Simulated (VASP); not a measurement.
All values below come from rev-vdW-DF2, VASP's PBE PAW potentials (set 64) (plane waves; VASP 6.6.1).

VASP input:

**KPOINTS**
```
Automatic
0
Gamma
10 10 10
```

**POSCAR**
```
LiH
1
    0.0000000000     2.0400000000     2.0400000000
    2.0400000000     0.0000000000     2.0400000000
    2.0400000000     2.0400000000     0.0000000000
Li H
1 1
Direct
  0.0000000000   0.0000000000   0.0000000000
  0.5000000000   0.5000000000   0.5000000000
```

INCAR:
```
# general
SYSTEM   = LiH
PREC     = Accurate
ENCUT    = 520
LREAL    = .False.   # projection in real space or not
LASPH    = .True.   # aspherical one-centre terms

# electronic loop
EDIFF    = 1E-6   # SCF stop (eV)
NELM     = 100   # most electronic steps
ALGO     = Normal   # blocked Davidson

# smearing
ISMEAR   = 0   # Gaussian
SIGMA    = 0.05   # width (eV)

# functional
GGA      = MK
LUSE_VDW = .True.
AGGAC    = 0.0
PARAM1   = 0.1234568
PARAM2   = 0.7114
ZAB_VDW  = -1.8867

# ions
IBRION   = 2   # conjugate gradients
NSW      = 60   # most ionic steps
ISIF     = 3   # ions, shape and volume
EDIFFG   = -0.01

# output
LWAVE    = .False.
LCHARG   = .False.
```

POTCAR, in this order: Li_sv H (PBE.64 set). Program: vasp_std.

The resulting files:

OSZICAR:
```
       N       E                     dE             d eps       ncg     rms          rms(c)
DAV:   1    -0.574810465382E+00   -0.57481E+00   -0.14505E+03   576   0.612E+02
DAV:   2    -0.560544989497E+01   -0.50306E+01   -0.50306E+01   816   0.674E+01
DAV:   3    -0.570178230058E+01   -0.96332E-01   -0.96332E-01   660   0.933E+00
DAV:   4    -0.570328582657E+01   -0.15035E-02   -0.15035E-02   780   0.105E+00
DAV:   5    -0.570329090292E+01   -0.50764E-05   -0.50764E-05   684   0.549E-02    0.302E+00
DAV:   6    -0.549750430621E+01    0.20579E+00   -0.19762E-01   636   0.201E+00    0.149E+00
DAV:   7    -0.543493184001E+01    0.62572E-01   -0.24231E-01   738   0.245E+00    0.236E-01
DAV:   8    -0.543751936850E+01   -0.25875E-02   -0.72841E-03   678   0.728E-01    0.478E-02
DAV:   9    -0.543748171131E+01    0.37657E-04   -0.29259E-04   810   0.101E-01    0.119E-02
DAV:  10    -0.543747997946E+01    0.17319E-05   -0.10672E-05   708   0.312E-02    0.479E-03
DAV:  11    -0.543747991695E+01    0.62507E-07   -0.12779E-06   618   0.889E-03
   1 F= -.54374799E+01 E0= -.54374799E+01  d E =-.543748E+01
       N       E                     dE             d eps       ncg     rms          rms(c)
DAV:   1    -0.544065118353E+01   -0.31712E-02   -0.18430E-02   744   0.129E+00    0.273E-01
DAV:   2    -0.544030276906E+01    0.34841E-03   -0.91439E-04   672   0.298E-01    0.167E-01
DAV:   3    -0.544007859042E+01    0.22418E-03   -0.43389E-04   984   0.148E-01    0.195E-02
DAV:   4    -0.544007761048E+01    0.97994E-06   -0.10323E-05   630   0.379E-02    0.565E-03
DAV:   5    -0.544008311206E+01   -0.55016E-05   -0.39320E-06   786   0.171E-02    0.170E-03
DAV:   6    -0.544008290794E+01    0.20412E-06   -0.17054E-07   294   0.491E-03
   2 F= -.54400829E+01 E0= -.54400829E+01  d E =-.260299E-02
       N       E                     dE             d eps       ncg     rms          rms(c)
DAV:   1    -0.544820300517E+01   -0.81199E-02   -0.16421E-01   732   0.397E+00    0.810E-01
DAV:   2    -0.544495839967E+01    0.32446E-02   -0.81767E-03   648   0.893E-01    0.494E-01
DAV:   3    -0.544327783169E+01    0.16806E-02   -0.37978E-03   978   0.435E-01    0.593E-02
DAV:   4    -0.544325712872E+01    0.20703E-04   -0.77862E-05   648   0.112E-01    0.197E-02
DAV:   5    -0.544327273400E+01   -0.15605E-04   -0.34065E-05   996   0.489E-02    0.401E-03
DAV:   6    -0.544327313954E+01   -0.40554E-06   -0.84114E-07   360   0.112E-02
   3 F= -.54432731E+01 E0= -.54432731E+01  d E =-.579322E-02
```

**OUTCAR**
```
------------------------ aborting loop because EDIFF is reached ----------------------------------------
  FORCE on cell =-STRESS in cart. coord.  units (eV):
  Direction    XX          YY          ZZ          XY          YZ          ZX
  --------------------------------------------------------------------------------------
  Total        0.0044596      0.0044596      0.0044596      0.0000000     -0.0000000     -0.0000000
  in kB        0.4459133      0.4459133      0.4459133      0.0000000     -0.0000000     -0.0000000
  external PRESSURE =       0.4459133 kB  Pullay stress =       0.0000000 kB
  volume of cell :       16.02
      direct lattice vectors                 reciprocal lattice vectors
     0.000000000  2.000974338  2.000974338    -0.249878267  0.249878267  0.249878267
     2.000974338 -0.000000000  2.000974338     0.249878267 -0.249878267  0.249878267
     2.000974338  2.000974338  0.000000000     0.249878267  0.249878267 -0.249878267
  FREE ENERGIE OF THE ION-ELECTRON SYSTEM (eV)
  ---------------------------------------------------
  free  energy   TOTEN  =        -5.4432731395 eV

  energy  without entropy=       -5.4432731395  energy(sigma->0) =       -5.44327314

 reached required accuracy - stopping structural energy minimisation
```
(Selected blocks of OUTCAR.)

### CONTCAR
```
LiH
   1.00000000000000
     0.0000000000000000    2.0009743375316438    2.0009743375316438
     2.0009743375316438   -0.0000000000000000    2.0009743375316438
     2.0009743375316438    2.0009743375316438    0.0000000000000000
  Li              H
     1     1
Direct
     0.0000000000000000    0.0000000000000000    0.0000000000000000
     0.5000000000000000    0.5000000000000000    0.5000000000000000
```

### OUTCAR
```
 val. band max:        0.0509024908   @ k =   0.5000   0.5000   0.0000

 cond. band min:       3.1659694516   @ k =   0.5000   0.5000   0.0000


 Fermi energy:         0.2594649515

 k-point     1 :       0.0000    0.0000    0.0000
  band No.  band energies     occupation
      1     -44.1808      2.00000
      2      -5.3237      2.00000
      3      16.3042      0.00000
      4      17.9472      0.00000
      5      17.9472      0.00000
      6      17.9473      0.00000

 k-point     2 :       0.1000    0.0000    0.0000
  band No.  band energies     occupation
      1     -44.1763      2.00000
      2      -5.1482      2.00000
      3      14.7939      0.00000
      4      17.0574      0.00000
      5      17.5783      0.00000
      6      17.5783      0.00000

 k-point     3 :       0.2000    0.0000    0.0000
  band No.  band energies     occupation
      1     -44.1645      2.00000
      2      -4.6352      2.00000
      3      11.5446      0.00000
      4      15.8273      0.00000
      5      16.9734      0.00000
      6      16.9734      0.00000

 k-point     4 :       0.3000    0.0000    0.0000
  band No.  band energies     occupation
      1     -44.1499      2.00000
      2      -3.8464      2.00000
      3       8.4125      0.00000
      4      14.7844      0.00000
      5      16.6046      0.00000
      6      16.6046      0.00000

 k-point     5 :       0.4000    0.0000    0.0000
  band No.  band energies     occupation
      1     -44.1381      2.00000
      2      -2.9830      2.00000
      3       6.0700      0.00000
      4      14.0999      0.00000
      5      16.5521      0.00000
      6      16.5521      0.00000

 k-point     6 :       0.5000    0.0000    0.0000
  band No.  band energies     occupation
      1     -44.1335      2.00000
      2      -2.5526      2.00000
      3       5.1380      0.00000
      4      13.8633      0.00000
      5      16.6145      0.00000
      6      16.6145      0.00000
...
```

Energy and stress use the plane-wave basis of the starting cell.

The compound is LiH in the rock salt structure. This run relaxes it. Symmetry was kept, so distortions that lower it aren't found.
